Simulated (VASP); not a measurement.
A run of VASP 6.6.1 is set up as follows.

INCAR

```
SYSTEM = InBr2F
PREC = Accurate
ENCUT = 520
EDIFF = 1E-7
ISMEAR = 0
SIGMA = 0.01
LREAL = .FALSE.
LASPH = .TRUE.
NELM = 60
ALGO = Fast
ISIF = 2
LWAVE = .FALSE.
LCHARG = .FALSE.
GGA = PE
IBRION = 2
NSW = 60
EDIFFG = -0.01
```

KPOINTS

```
Automatic mesh
0
G
  1 1 1
  0 0 0
```

POSCAR

```
InBr2F
1.0
   12.0000000000      0.0000000000      0.0000000000
    0.0000000000     13.0000000000      0.0000000000
    0.0000000000      0.0000000000     13.0000000000
F In Br
1 1 2
Direct
    0.5540740000      0.6279150000      0.6210010000
    0.5199340000      0.5380150000      0.5076150000
    0.6179010000      0.3732760000      0.5011270000
    0.3837630000      0.5993010000      0.3839230000
```

Potentials or basis: VASP PAW PBE potentials, release 64 (F, In_d, Br).

Run with:

```console
$ cat potpaw_PBE.64/F/POTCAR potpaw_PBE.64/In_d/POTCAR potpaw_PBE.64/Br/POTCAR > POTCAR
$ mpirun -np 1 vasp_gam > vasp.out
```

**Question.** Estimate the gap between the frontier levels.

**Answer.** 3.57 eV.

**Question.** Estimate the energy gained by relaxing.

**Answer.** 5.0 meV/atom.

Forces on the atoms (eV/Å):
```
F    0.003 -0.004  0.003
In   0.001  0.003 -0.002
Br   0.000  0.003  0.003
Br  -0.004 -0.001 -0.004
```

Caveat: spin-orbit coupling is left out, which moves the levels of the heavy elements.
